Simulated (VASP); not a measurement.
OSZICAR of a VASP run on NaF (rock salt):

### OSZICAR
```
       N       E                     dE             d eps       ncg     rms          rms(c)
DAV:   1     0.109036194824E+03    0.10904E+03   -0.85329E+03  1057   0.159E+03
DAV:   2    -0.910572022088E+01   -0.11814E+03   -0.10908E+03  1076   0.387E+02
DAV:   3    -0.154972192439E+02   -0.63915E+01   -0.63699E+01  1196   0.903E+01
DAV:   4    -0.155618799056E+02   -0.64661E-01   -0.64652E-01  1118   0.979E+00
DAV:   5    -0.155626121017E+02   -0.73220E-03   -0.73218E-03  1220   0.107E+00    0.474E+00
DAV:   6    -0.121928146949E+02    0.33698E+01   -0.14321E+00  1426   0.180E+01    0.159E+00
DAV:   7    -0.121858773475E+02    0.69373E-02   -0.10255E+00  1034   0.139E+01    0.172E+00
DAV:   8    -0.123261940089E+02   -0.14032E+00   -0.37256E-01  1034   0.933E+00    0.657E-01
DAV:   9    -0.118312107583E+02    0.49498E+00   -0.17325E-01  1034   0.495E+00    0.911E-01
DAV:  10    -0.120956535866E+02   -0.26444E+00   -0.25879E-01  1034   0.611E+00    0.254E-01
DAV:  11    -0.120934428913E+02    0.22107E-02   -0.57607E-03  1175   0.919E-01    0.304E-01
DAV:  12    -0.120894369586E+02    0.40059E-02   -0.62792E-03  1037   0.139E+00    0.981E-02
DAV:  13    -0.120915638481E+02   -0.21269E-02   -0.15134E-03  1058   0.540E-01    0.156E-02
DAV:  14    -0.120916602499E+02   -0.96402E-04   -0.92736E-05  1106   0.138E-01    0.220E-02
DAV:  15    -0.120916183150E+02    0.41935E-04   -0.11915E-04  1046   0.140E-01    0.733E-03
DAV:  16    -0.120916712981E+02   -0.52983E-04   -0.31171E-05  1064   0.818E-02    0.312E-03
DAV:  17    -0.120916695639E+02    0.17343E-05   -0.82767E-07  1208   0.152E-02    0.107E-03
DAV:  18    -0.120916655017E+02    0.40622E-05   -0.11485E-07  1064   0.564E-03    0.967E-04
DAV:  19    -0.120916653594E+02    0.14230E-06   -0.54013E-07  1052   0.113E-02    0.399E-04
DAV:  20    -0.120916650634E+02    0.29597E-06   -0.18189E-08   610   0.186E-03    0.327E-04
DAV:  21    -0.120916654240E+02   -0.36054E-06   -0.27363E-09   556   0.114E-03    0.157E-04
DAV:  22    -0.120916654819E+02   -0.57958E-07   -0.16985E-09   556   0.494E-04
   1 F= -.12091665E+02 E0= -.12091665E+02  d E =-.277742E-13
```

Q: Which electronic solver shows in the log?

A: It is blocked Davidson (ALGO = Normal, or the opening steps of other solvers). The INCAR had ALGO = Normal.

Q: Can the final energy be trusted as converged?

A: Self-consistency was reached. It stopped with EDIFF = 1E-7, NELM = 100 (r2SCAN+rVV10, plane waves, VASP's PBE PAW potentials (set 64)).

The compound is NaF in the rock salt structure. It was relaxed first, which changed the volume by -5 %.
